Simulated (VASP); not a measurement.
All values below come from PBE GGA, VASP's PBE PAW potentials (set 64) (plane waves; VASP).

VASP ran on this input.

KPOINTS:
```
Automatic mesh
0
Gamma
7 7 1
0 0 0
```

POSCAR:
```
TiTe2
3.9889370
  1.0000000000   0.0000000000   0.0000000000
 -0.5000001253   0.8660252092   0.0000000000
  0.0000000000   0.0000000000   4.3045628447
Ti Te
1 2
Cart
  0.0000000000   0.0000000000   2.1522814223
 -0.0000005836   0.5773504282   2.5497087961
  0.5000004582   0.2886747811   1.7548540486
```

INCAR:
```
ISPIN  =  2   ! spin-polarised
LCHARG  =  .FALSE.
PREC  =  Accurate
SYSTEM  =  TiTe2
GGA  =  PE   ! PBE
ISMEAR  =  0   ! Gaussian
ALGO  =  Normal   ! blocked Davidson
NELM  =  100   ! most electronic steps
LWAVE  =  .FALSE.
LORBIT  =  11
LREAL  =  .FALSE.
ISIF  =  2   ! forces and stress, cell fixed
LMAXMIX  =  4   ! l cut-off of mixed one-centre charges
LASPH  =  .TRUE.   ! aspherical one-centre terms
ENCUT  =  300   ! plane-wave cut-off (eV)
EDIFF  =  1E-6   ! SCF stop (eV)
SIGMA  =  0.05
MAGMOM  =  0.25 2*0.0
```

POTCAR, in this order: Ti_sv Te (PBE.64 set). Program: vasp_std.

**Question.** What will the output report for the number of irreducible k-points (NKPTS), largest plane-wave count, number of space-group operations, FFT grid (NGX, NGY, NGZ)?

**Answer.** 
The number of irreducible k-points (NKPTS) comes out as 8 and the largest plane-wave count is 2821. The number of space-group operations comes out as 12. The FFT grid (NGX, NGY, NGZ) is 24 × 24 × 98.

The cell is a sheet with vacuum, built from a generated structure.
